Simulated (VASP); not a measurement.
Wanted: the native input for a VASP 6.6.1 run.

- Task: core levels
- Functional: PBEsol
- Potentials or basis: VASP PAW PBE potentials, release 64 (Zr_sv, B)
- Cutoff: 520 eV
- k mesh: 11 × 11 × 9
- Occupations: methfessel-paxton, width 0.1 eV
- Spin: no spin polarisation
- Further INCAR settings: ALGO = Fast; EDIFF = 1e-06

The structure of ZrB2 lies in POSCAR:

```
ZrB2
1.0
    3.1700000000      0.0000000000      0.0000000000
   -1.5850000000      2.7453005300      0.0000000000
    0.0000000000      0.0000000000      3.5330000000
Zr B
1 2
Direct
    0.0000000000      0.0000000000      0.0000000000
    0.3333333333      0.6666666667      0.5000000000
    0.6666666667      0.3333333333      0.5000000000
```

One way to write it, as run:

INCAR

```
SYSTEM = ZrB2
PREC = Accurate
ENCUT = 520
EDIFF = 1E-6
ISMEAR = 1
SIGMA = 0.1
LREAL = .FALSE.
LASPH = .TRUE.
NELM = 80
ALGO = Fast
ISIF = 2
LWAVE = .FALSE.
LCHARG = .FALSE.
GGA = PS
ICORELEVEL = 1
```

KPOINTS

```
regular mesh
0
G
  11 11 9
  0 0 0
```

Potentials or basis: VASP PAW PBE potentials, release 64 (Zr_sv, B).

Command:

```bash
$ cat potpaw_PBE.64/Zr_sv/POTCAR potpaw_PBE.64/B/POTCAR > POTCAR
$ mpirun -np 1 vasp_std > vasp.out
```

It gave:

| Quantity | Value |
| --- | --- |
| Pressure | -3.8 GPa |
| Band gap on the k mesh | none (metal or under the smearing width) |

Caveat: the PAW data sets were made with another functional, which shifts forces and pressure a little.

It took 37 s on 1 thread of Intel(R) Xeon(R) Platinum 8259CL CPU @ 2.50GHz (Skylake/Cascade Lake), on a shared host, peak memory 0.16 GiB.
